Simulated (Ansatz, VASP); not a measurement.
## Cross-check of H5C2NO between VASP and Ansatz

Wanted: the spread between two codes on one cell, functional and k mesh. The structure shown is frame 219 of Ansatz's trajectory.

Program: Ansatz 0.2.0. Level of theory: plane waves, with VASP 6.6.1 beside it; single point at PBE with D3(BJ). Results are calculated unless marked as measured.

**1. The starting structure**

The cell holds 108 atoms: 24 C, 12 N, 12 O and 60 H. Its edges and angles: a = 10.550 Å, b = 10.550 Å, c = 10.550 Å, α = 90.0°, β = 90.0°, γ = 90.0°. As first built, before any earlier steps moved the atoms (in the runner's words): 12 N-methylformamide placed at random, at 1 g/cm^3; overlaps pushed apart, then 10 ps at 398 K with MMFF94 bonds, angles, torsions, charges and radii (Halgren, J. Comput. Chem. 17, 490 (1996)) in harmonic and 12-6 forms. Snapshot after 20 ps at 298 K and fixed volume.

**2. Ansatz: dynamics, PBE with D3(BJ)**

Ansatz runs on its default PAW (the set named soft_2) files.

One frame of this run of dynamics is then solved in both programs, so the motion causes no difference.

input.yaml

```yaml
crystal:
  lattice:
    - [10.55022, 0.0, 0.0]
    - [0.0, 10.55022, 0.0]
    - [0.0, 0.0, 10.55022]
  atoms:
    - { symbol: C, position: [0.97984, 0.11935, 0.25888] }
    - { symbol: "N", position: [0.91349, 0.23658, 0.27601] }
    - { symbol: C, position: [0.96788, 0.35332, 0.26552] }
    - { symbol: O, position: [0.08425, 0.36731, 0.24578] }
    - { symbol: H, position: [0.06628, 0.11834, 0.31283] }
    - { symbol: H, position: [0.00928, 0.1127, 0.15462] }
    - { symbol: H, position: [0.91419, 0.04593, 0.29847] }
    - { symbol: H, position: [0.824, 0.23098, 0.28494] }
    - { symbol: H, position: [0.90483, 0.43793, 0.29676] }
    - { symbol: C, position: [0.71724, 0.93341, 0.02662] }
    - { symbol: "N", position: [0.70372, 0.80478, 0.98831] }
    - { symbol: C, position: [0.68551, 0.7611, 0.86456] }
    - { symbol: O, position: [0.66119, 0.82451, 0.77203] }
    - { symbol: H, position: [0.62049, 0.97732, 0.03387] }
    - { symbol: H, position: [0.77866, 0.97597, 0.95343] }
    - { symbol: H, position: [0.75998, 0.93278, 0.11638] }
    - { symbol: H, position: [0.72189, 0.73601, 0.05324] }
    - { symbol: H, position: [0.68928, 0.65459, 0.85696] }
    - { symbol: C, position: [0.45692, 0.78649, 0.23944] }
    - { symbol: "N", position: [0.43307, 0.79202, 0.1048] }
    - { symbol: C, position: [0.43124, 0.6859, 0.03534] }
    - { symbol: O, position: [0.44675, 0.58057, 0.0738] }
    - { symbol: H, position: [0.51336, 0.70183, 0.26996] }
    - { symbol: H, position: [0.3664, 0.78257, 0.29137] }
    - { symbol: H, position: [0.50576, 0.86944, 0.27698] }
    - { symbol: H, position: [0.38738, 0.87211, 0.06942] }
    - { symbol: H, position: [0.41834, 0.70405, 0.93452] }
    - { symbol: C, position: [0.40545, 0.76359, 0.60431] }
    - { symbol: "N", position: [0.28812, 0.83476, 0.57279] }
    - { symbol: C, position: [0.28814, 0.93409, 0.48703] }
    - { symbol: O, position: [0.38384, 0.98186, 0.44472] }
    - { symbol: H, position: [0.3798, 0.70939, 0.68844] }
    - { symbol: H, position: [0.47424, 0.83525, 0.62645] }
    - { symbol: H, position: [0.42696, 0.70029, 0.52903] }
    - { symbol: H, position: [0.20461, 0.79886, 0.59854] }
    - { symbol: H, position: [0.19046, 0.95727, 0.46752] }
    - { symbol: C, position: [0.83271, 0.40723, 0.01072] }
    - { symbol: "N", position: [0.72988, 0.41671, 0.09727] }
    - { symbol: C, position: [0.70514, 0.52186, 0.16887] }
    - { symbol: O, position: [0.75836, 0.61867, 0.15261] }
    - { symbol: H, position: [0.89696, 0.48501, 0.04581] }
    - { symbol: H, position: [0.7993, 0.42605, 0.91539] }
    - { symbol: H, position: [0.88168, 0.31418, 0.00563] }
    - { symbol: H, position: [0.69172, 0.33594, 0.12721] }
    - { symbol: H, position: [0.63724, 0.49985, 0.24448] }
    - { symbol: C, position: [0.42578, 0.16995, 0.13462] }
    - { symbol: "N", position: [0.46757, 0.1369, 0.25791] }
    - { symbol: C, position: [0.58525, 0.16192, 0.30902] }
    - { symbol: O, position: [0.66266, 0.22837, 0.26001] }
    - { symbol: H, position: [0.42592, 0.27849, 0.13644] }
    - { symbol: H, position: [0.33024, 0.12392, 0.11782] }
    - { symbol: H, position: [0.49197, 0.13279, 0.05831] }
    - { symbol: H, position: [0.40247, 0.09359, 0.31393] }
    - { symbol: H, position: [0.59966, 0.10257, 0.39901] }
    - { symbol: C, position: [0.2575, 0.39772, 0.56711] }
    - { symbol: "N", position: [0.25818, 0.40206, 0.42853] }
    - { symbol: C, position: [0.36238, 0.44835, 0.37139] }
    - { symbol: O, position: [0.46151, 0.4813, 0.41959] }
    - { symbol: H, position: [0.2006, 0.31022, 0.59191] }
    - { symbol: H, position: [0.22312, 0.4901, 0.60528] }
    - { symbol: H, position: [0.35485, 0.38202, 0.59992] }
    - { symbol: H, position: [0.19774, 0.35545, 0.37152] }
    - { symbol: H, position: [0.34497, 0.44234, 0.26704] }
    - { symbol: C, position: [0.11057, 0.57319, 0.89805] }
    - { symbol: "N", position: [0.17592, 0.49068, 0.98621] }
    - { symbol: C, position: [0.28105, 0.43614, 0.94368] }
    - { symbol: O, position: [0.31169, 0.44216, 0.83457] }
    - { symbol: H, position: [0.1726, 0.64633, 0.88022] }
    - { symbol: H, position: [0.02273, 0.60611, 0.93995] }
    - { symbol: H, position: [0.10077, 0.52718, 0.80357] }
    - { symbol: H, position: [0.14302, 0.47883, 0.07504] }
    - { symbol: H, position: [0.3112, 0.35918, 0.01088] }
    - { symbol: C, position: [0.02654, 0.17798, 0.79331] }
    - { symbol: "N", position: [0.9377, 0.10176, 0.73123] }
    - { symbol: C, position: [0.96939, 0.97692, 0.71466] }
    - { symbol: O, position: [0.07929, 0.93714, 0.71439] }
    - { symbol: H, position: [0.98522, 0.27212, 0.78881] }
    - { symbol: H, position: [0.11872, 0.17922, 0.74507] }
    - { symbol: H, position: [0.04637, 0.14657, 0.89087] }
    - { symbol: H, position: [0.84694, 0.11588, 0.74708] }
    - { symbol: H, position: [0.89126, 0.92108, 0.68023] }
    - { symbol: C, position: [0.95859, 0.79056, 0.36559] }
    - { symbol: "N", position: [0.95926, 0.75632, 0.23716] }
    - { symbol: C, position: [0.04434, 0.81198, 0.15456] }
    - { symbol: O, position: [0.119, 0.90089, 0.16781] }
    - { symbol: H, position: [0.02527, 0.86695, 0.38313] }
    - { symbol: H, position: [0.98618, 0.71248, 0.42482] }
    - { symbol: H, position: [0.8652, 0.81124, 0.4054] }
    - { symbol: H, position: [0.89044, 0.69913, 0.21364] }
    - { symbol: H, position: [0.04353, 0.77192, 0.05704] }
    - { symbol: C, position: [0.78314, 0.35667, 0.54023] }
    - { symbol: "N", position: [0.72675, 0.47805, 0.54278] }
    - { symbol: C, position: [0.78738, 0.57589, 0.60115] }
    - { symbol: O, position: [0.89467, 0.57957, 0.6464] }
    - { symbol: H, position: [0.82475, 0.347, 0.63471] }
    - { symbol: H, position: [0.86747, 0.35574, 0.4791] }
    - { symbol: H, position: [0.71246, 0.27921, 0.51087] }
    - { symbol: H, position: [0.63475, 0.48223, 0.50943] }
    - { symbol: H, position: [0.72584, 0.66024, 0.59899] }
    - { symbol: C, position: [0.45213, 0.12897, 0.6914] }
    - { symbol: "N", position: [0.47633, 0.25371, 0.74954] }
    - { symbol: C, position: [0.58315, 0.27434, 0.81735] }
    - { symbol: O, position: [0.66918, 0.19457, 0.81946] }
    - { symbol: H, position: [0.42372, 0.05745, 0.76129] }
    - { symbol: H, position: [0.53826, 0.09506, 0.64367] }
    - { symbol: H, position: [0.38267, 0.15708, 0.623] }
    - { symbol: H, position: [0.39702, 0.31626, 0.7644] }
    - { symbol: H, position: [0.59131, 0.37009, 0.86526] }
kpoints:
  mp_grid: { grid: [1, 1, 1] }
hamiltonian:
  xc: pbe
  dispersion: d3bj
scf:
  occupations: { method: gaussian, width: 0.025 }
output:
  forces: true
md:
  timestep: 0.5
  n_steps: 658
  ensemble: nve
  temperature: 298
  initial_velocities: maxwell_boltzmann
  seed: 3844
```

Launch:

```console
> ansatz run input.yaml --threads 4 --pin off --max-ram 8192MiB --backend cpu --events-out ev --progress --plain --runs-dir out
```

Numbers of over 12 decimals in the logs are rounded to 6 here.

Log:

```text
Warning: md: disabling space-group detection — thermal motion breaks the input geometry's symmetry, so no spatial operation reduces the k-mesh or symmetrises the density; time reversal is kept, so that k and −k are solved as one point where they differ and the mesh holds both, and exact exchange and, on two spinor components, a DFT+U term hold to it where the run has them: on two components no moment then forms, and  [...]
Engine: ansatz 0.2.0, aarch64-unknown-linux-gnu
Pseudopotentials: kind: paw
Pseudopotential: C, paw, valence charge 4, recommended cutoff 420 eV (normal), C.paw.azcp
Pseudopotential: N, paw, valence charge 5, recommended cutoff 420 eV (normal), N.paw.azcp
Pseudopotential: O, paw, valence charge 6, recommended cutoff 420 eV (normal), O.paw.azcp
Pseudopotential: H, paw, valence charge 1, recommended cutoff 420 eV (normal), H.paw.azcp
Functional definition: PBE
  parameter kappa = 0.804
  parameter beta = 0.066725
  exchange = pbe_x(kappa = kappa, mu = beta*pi^2/3)
  correlation = pbe_c(beta = beta)
Crystal: 108 atoms, lattice volume = 1174.315 Å³
Basis set: ecut = 420 eV, 22983 PW (Γ), exchange–correlation on 144×144×144 points (8 copies of the dense FFT grid, shifted against one another)
Bands: 252, of which v1, the nominal top of the filled ones, is band 144 counted from 1 (143 counted from 0)
Symmetry: 1 space group operations
k-points: 1
Non-local potential: C, projectors of the file, l = 0: 2, l = 1: 2, l = 2: 1
Non-local potential: N, projectors of the file, l = 0: 2, l = 1: 2, l = 2: 1
Non-local potential: O, projectors of the file, l = 0: 2, l = 1: 2, l = 2: 1
Non-local potential: H, projectors of the file, l = 0: 2, l = 1: 1
PAW form: soft (Blöchl's): semilocal exchange-correlation on the pseudo side does not see the compensation charge
PAW one-centre angular grid: C, 110 points (default); XC on 64 Gauss nodes
PAW one-centre angular grid: N, 110 points (default); XC on 64 Gauss nodes
PAW one-centre angular grid: O, 110 points (default); XC on 64 Gauss nodes
PAW one-centre angular grid: H, 110 points (default); XC on 64 Gauss nodes
Initial density: superposition of atomic densities (neutral atoms: chi_scale 0, normalization atom), corrected by the library's trained network
Initial wavefunctions: pseudopotential atomic-orbital guess
Functional: x = pbe(κ = 0.804, μ = 0.219515), c = pbe(β = 0.066725)
SCF iter   1: F=—  HF=-18402.132777 eV  |F-HF|=—  |Δ(HF+E_count)|=         —  Δρ=6.77e-3  dr2=4.69e-1  ethr=1.77e-3  ⟨swp⟩=6.0  Hψ=1166  notcnv=0  defer=24
preconditioner: auto → Resta (q_TF=auto, 2.159 Å⁻¹)  ε∞=2.3  [insulator: Δε(μ)=4.313 eV  Ē_g=16.183 eV  σ=0.025 eV  W_gap=1.00  n_scr=202 (ndim 8)  ℏωp=18.3 eV  f_vac=0.256  D(μ)=0.00/eV (n_scr^D=0)  ε∞_Penn≈2.3]
SCF iter   2: F=—  HF=-18402.060252 eV  |F-HF|=—  |Δ(HF+E_count)|=   7.25e-2  Δρ=3.59e-3  dr2=1.12e-1  ethr=1.63e-4  ⟨swp⟩=2.0  Hψ=433  notcnv=0  defer=101
SCF iter   3: F=—  HF=-18402.049882 eV  |F-HF|=—  |Δ(HF+E_count)|=   1.04e-2  Δρ=1.70e-3  dr2=3.43e-2  ethr=3.89e-5  ⟨swp⟩=2.0  Hψ=297  notcnv=0  defer=101
SCF iter   4: F=—  HF=-18402.048627 eV  |F-HF|=—  |Δ(HF+E_count)|=   1.25e-3  Δρ=4.39e-4  dr2=2.96e-3  ethr=1.19e-5  ⟨swp⟩=2.0  Hψ=292  notcnv=0  defer=101
SCF iter   5: F=—  HF=-18402.048630 eV  |F-HF|=—  |Δ(HF+E_count)|=   2.97e-6  Δρ=2.29e-4  dr2=7.00e-4  ethr=1.03e-6  ⟨swp⟩=2.0  Hψ=300  notcnv=0  defer=101
SCF iter   6: F=—  HF=-18402.048612 eV  |F-HF|=—  |Δ(HF+E_count)|=   1.79e-5  Δρ=1.16e-4  dr2=1.60e-4  ethr=2.43e-7  ⟨swp⟩=2.0  Hψ=295  notcnv=0  defer=101
SCF iter   7: F=—  HF=-18402.048589 eV  |F-HF|=—  |Δ(HF+E_count)|=   2.30e-5  Δρ=3.76e-5  dr2=1.51e-5  ethr=5.55e-8  ⟨swp⟩=2.0  Hψ=295  notcnv=0  defer=101
SCF iter   8: F=—  HF=-18402.049872 eV  |F-HF|=—  |Δ(HF+E_count)|=   1.28e-3  Δρ=1.39e-5  dr2=2.06e-6  ethr=5.25e-9  ⟨swp⟩=2.0  Hψ=390  notcnv=0  defer=101
SCF iter   9: F=—  HF=-18402.049872 eV  |F-HF|=—  |Δ(HF+E_count)|=   4.45e-7  Δρ=6.90e-6  dr2=5.46e-7  ethr=7.16e-10  ⟨swp⟩=2.0  Hψ=295  notcnv=0  defer=101
SCF iter  10: F=-18402.049872 eV  HF=-18402.049872 eV  |F-HF|=1.16e-8  |Δ(HF+E_count)|=   3.02e-8  Δρ=2.27e-6  dr2=6.11e-8  ethr=3.47e-11  ⟨swp⟩=3.0  Hψ=767  notcnv=0
SCF 1 converged in 10 iterations: F = -18402.049872 eV  dr2 = 6.11e-8
  greatest PAW one-centre occupation: 0.878 electrons in one spin orbital (limit 2), on the O atom at site 21 (counted from 0), in its partial waves of l = 0
md step     0: t =     0.00 fs  T =   298.0 K  F+E_penalty+E_count = -18402.04987193 eV  E_kin = 4.121584 eV  conserved = -18397.92828760 eV  (10 SCF iters)
[...]
md step   657: t =   328.50 fs  T =   330.5 K  F+E_penalty+E_count = -18402.50066734 eV  E_kin = 4.571683 eV  conserved = -18397.92898419 eV  (4 SCF iters)
[...]
md step   658: t =   329.00 fs  T =   331.1 K  F+E_penalty+E_count = -18402.50895299 eV  E_kin = 4.579981 eV  conserved = -18397.92897237 eV  (9 SCF iters)
SCF converged after 9 iterations
Free energy (F): -18402.508953 eV
Harris-Foulkes:  -18402.508953 eV  (|F-HF|=2.26e-10)
Internal energy: -18402.508953 eV  (E = F + TS)
E sigma→0 (E₀):  -18402.508953 eV
Fermi energy:    1.135424 eV
--- Per-component energies (eV) ---
  E_band       = -2452.815025
  E_kinetic    = 6693.203681
  E_local      = -22374.960599  (includes V_loc(G=0)·N_el)
  E_nonlocal   = 1885.332148
  E_hartree    = 8176.809056
  E_xc         = -3273.190684
  E_vxc        = -4132.725295  (∫ρ·V_xc dr)
  E_paw        = -5854.415319  (= ΣΔE_a)
  E_vpaw       = -877.232547  (= ΣTr[D̂ρ^β])
  E_aug_tail   = -0.049586  (compensation charges beyond the density's cutoff)
  E_ewald      = -3650.071884
  E_disp       = -5.165766  (pairwise vdW)
  E_smearing   = -0.000000  (= −TS)
  E_closure    = -0.000000  (closes the sum)
  Σ components = -18402.508953   (vs F -18402.508953, Δ=0.00e0)
--- Forces (eV/Å), atoms counted from 1 ---
  atom   1  C      0.47182618    -0.45316307    -0.97400441
  atom   2  N     -1.70938759    -2.22913005    -0.07837516
  atom   3  C     -4.14474702     0.71714645     1.96442920
  atom   4  O      3.91333725     0.54417420    -1.77526017
  atom   5  H     -0.30381474    -0.11594609    -0.07392711
  atom   6  H      1.00835068     0.39099623     1.56956697
  atom   7  H     -0.61419177     0.72094931    -0.57441177
  atom   8  H      0.91412150     0.91930456     0.06614442
  atom   9  H      0.39564534    -0.54284457    -0.31858858
  atom  10  C      0.87392008     1.98950274     1.58471260
  atom  11  N      0.56706954    -1.92329168     1.42649391
  atom  12  C     -0.18228915     2.69415944    -0.55924142
  atom  13  O      0.28359868    -1.10388387     1.25053993
  atom  14  H     -0.27991468     0.75858354    -1.32061575
  atom  15  H     -0.94752203    -1.13041510    -0.62962425
  atom  16  H      0.14835502    -0.46061198     0.11798846
  atom  17  H     -0.27837003     0.32447170    -1.27316673
  atom  18  H      0.00111945    -0.99027241    -0.46814944
  atom  19  C     -0.34102464     0.64406485    -0.65936994
  atom  20  N      1.41849545     0.21082971     2.17959998
  atom  21  C     -1.32897230    -0.33399295    -2.21987008
  atom  22  O      0.43623183    -0.51117965     0.20029522
  atom  23  H      0.02345627     0.08071975    -0.16992421
  atom  24  H      0.29934571     0.56858173     0.48468318
[...]
atom 101  N      1.32604132    -1.07774193    -0.12476798
  atom 102  C     -2.48256633    -1.29809178     0.60774118
  atom 103  O      0.45831848     0.02518432    -0.23662879
  atom 104  H     -0.17820979     1.07327447    -0.63486594
  atom 105  H      0.68692589     0.58599273     0.30939003
  atom 106  H     -0.52250567    -0.01758292    -0.23184643
  atom 107  H      0.36751259     0.49723863    -0.33120786
  atom 108  H      0.33706263     0.66142301    -0.08095386
  max |Σ_I F_I| component: 2.02e-5 eV/Å
--- MD trajectory: 658 steps, t = 0.0 → 329.0 fs ---
  final state: T = 331.1 K   F+E_penalty+E_count = -18402.50895299 eV   E_kin = 4.579981 eV
  conserved energy: peak-to-peak 1.403e-2 eV (1.299e-4 eV/atom) over 329.0 fs
```

The column dr2 measures how far the density is from self-consistency, as an energy; F and HF (Harris–Foulkes) agree once it is small.

**3. VASP: single point, PBE with D3(BJ)**

The same cell, functional, mesh and smearing now go to VASP, with its own data sets.

Lines of VASP's logs that name or quote its potential files are left out, and so is its time.

INCAR

```
SYSTEM = H5C2NO
PREC = Accurate
ENCUT = 520
EDIFF = 1E-06
NELM = 120
ISMEAR = 0
SIGMA = 0.025
LREAL = Auto
ALGO = Normal
GGA = PE
IVDW = 12
NBANDS = 224
LORBIT = 11
LWAVE = .FALSE.
LCHARG = .FALSE.
ISIF = 2
LASPH = .TRUE.
GGA_COMPAT = .FALSE.
EFERMI = MIDGAP
NCORE = 2
```

POSCAR

```
H5C2NO
1.0
   10.5502200000      0.0000000000      0.0000000000
    0.0000000000     10.5502200000      0.0000000000
    0.0000000000      0.0000000000     10.5502200000
C N O H
24 12 12 60
Direct
    0.9927565492      0.1173435246      0.2388765353
    0.9672215366      0.3458885218      0.2901550868
    0.7534534825      0.9575060994      0.9982464821
    0.6851231538      0.8103243345      0.8263524363
    0.4651277414      0.7739080322      0.2193508761
    0.4293085831      0.6457400888      0.0289377852
    0.3720017213      0.7494346089      0.6184515584
    0.2823637801      0.9379520048      0.5037714853
    0.7999454040      0.4426732334      0.0187389457
    0.6940897915      0.5393252463      0.1968584541
    0.4041432311      0.1571341640      0.1234760981
    0.5470596822      0.1630108187      0.3145905962
    0.2573595622      0.3911671984      0.5338940799
    0.3855654195      0.4607581643      0.3539641827
    0.0991448520      0.6182809458      0.8765504416
    0.2317392434      0.4450712876      0.9339900021
    0.0328050031      0.1860435138      0.7972250816
    0.9624822989      0.9794487698      0.7336908614
    0.0325945810      0.7456242619      0.3756604128
    0.0703871578      0.8287125766      0.1648212075
    0.7470365547      0.3238415881      0.5848787987
    0.7855760354      0.5546424624      0.5444625799
    0.4828050979      0.1341488614      0.6969238556
    0.5936463884      0.2436536868      0.8693183649
    0.9193836716      0.2224598160      0.2892830671
    0.7467806359      0.8385322771      0.9386154981
    0.4300952966      0.7531975637      0.0868512695
    0.2740511572      0.8376033865      0.5783386508
    0.7296245955      0.4364363966      0.1382340842
    0.4381899145      0.1374189353      0.2594637837
[... 72 atom lines left out ...]
    0.7394537744      0.6435505610      0.5004445405
    0.3918496486      0.1240732421      0.6472850803
    0.5105485952      0.0388901843      0.7241176013
    0.5447848481      0.1610203389      0.6200534207
    0.4029015509      0.2788093518      0.8243998703
    0.5813528059      0.3103347608      0.9536483599
```

KPOINTS

```
Automatic mesh
0
Gamma
1 1 1
0 0 0
```

Potentials, in the order of the species: C, N, O and H (PBE family, release 64).

Launch:

```console
> mpirun -np 8 vasp_gam
```

Log:

```text
[banner, memory and clock lines left out]
running    8 mpi-ranks, on    1 nodes
[...]
LDA part: xc-table for (Slater+PW92), standard interpolation
 POSCAR, INCAR and KPOINTS ok, starting setup
[...]
entering main loop
       N       E                     dE             d eps       ncg     rms          rms(c)
DAV:   1     0.216626133854E+04    0.21663E+04   -0.15005E+05   464   0.118E+03
DAV:   2    -0.401187336765E+03   -0.25674E+04   -0.24160E+04   560   0.287E+02
DAV:   3    -0.665849016805E+03   -0.26466E+03   -0.26196E+03   552   0.953E+01
DAV:   4    -0.671902956612E+03   -0.60539E+01   -0.60289E+01   568   0.163E+01
[...]
DAV:  17    -0.619532039514E+03    0.52503E-05   -0.71000E-06   520   0.976E-03    0.375E-03
DAV:  18    -0.619532037386E+03    0.21273E-05   -0.25055E-06   472   0.722E-03    0.199E-03
DAV:  19    -0.619532036721E+03    0.66534E-06   -0.22515E-06   432   0.398E-03
   1 F= -.62461974E+03 E0= -.62461974E+03  d E =0.000000E+00
```

OUTCAR, selected parts (step 3):

```text
  FREE ENERGIE OF THE ION-ELECTRON SYSTEM (eV)
  ---------------------------------------------------
  free  energy   TOTEN  =      -624.6197391770 eV

  energy  without entropy=     -624.6197391770  energy(sigma->0) =     -624.61973918
```

The run ends at a pressure of -0.40 GPa, with forces up to 3.2 eV/Å.

**4. Comparison**

Known differences besides the potentials themselves: the cutoff is 420 eV in Ansatz and 520 eV in VASP (PREC = Accurate, projectors in real space). Total energies have different zeros and are not compared.

Forces on 10 of the 108 atoms, those with the largest forces and the largest differences (eV/Å; atoms numbered as in POSCAR):

```csv
atom,"Ansatz x, y, z","VASP x, y, z"
C3,"-0.903, 2.746, -0.427","-0.891, 2.761, -0.422"
C4,"0.693, 3.069, 0.073","0.804, 2.803, 0.284"
C6,"0.348, -2.193, -2.100","0.243, -1.918, -2.233"
C10,"1.013, 2.851, 0.339","0.900, 2.642, 0.420"
C13,"-1.603, -1.964, -1.227","-1.602, -1.958, -1.214"
C21,"1.614, -0.914, -2.180","1.618, -0.926, -2.169"
N27,"-0.089, 2.336, 2.208","-0.119, 2.392, 2.178"
O40,"0.555, 0.988, -0.396","0.911, 1.094, -0.632"
O45,"0.619, -0.349, -0.221","1.020, -0.523, -0.337"
O47,"0.252, 0.312, 0.176","0.618, 0.345, 0.408"
```

The forces differ by 101 meV/Å r.m.s., which is 12.0 % of the r.m.s. force of 0.839 eV/Å (both taken over all components).

**5. What came out**

```json
{
  "r.m.s. force difference (single point, PBE with D3(BJ))": "12 % of the r.m.s. force"
}
```

What this shows: The r.m.s. force difference is 12 % of the r.m.s. force (single point, PBE with D3(BJ)), beyond the 3 % picked in this series as the mark of a large difference. What causes the difference of the single point, PBE with D3(BJ) pair stays open here. 2 further runs of this series are not shown here. How closely two codes agree says nothing of how well the functional describes the real material.

[Lines on the potential files, build, host, timing and source positions are cut from VASP's logs without a mark.]

[Logs are printed without paths, hosts, clocks, repeated set-up lines and the standing remarks that a program may print on its own settings, such as how far it seeks lower states.]

[Hosts, paths, dates, database ids (printed as entryN), source tags and the programs' standing remarks are cut or masked in the printed files.]

[The MMFF94 radii named for the starting cell were scaled by 0.96; in molecules described by MMFF94, hydrogen bound to N, O or S took a small fixed 12-6 site in their place.]
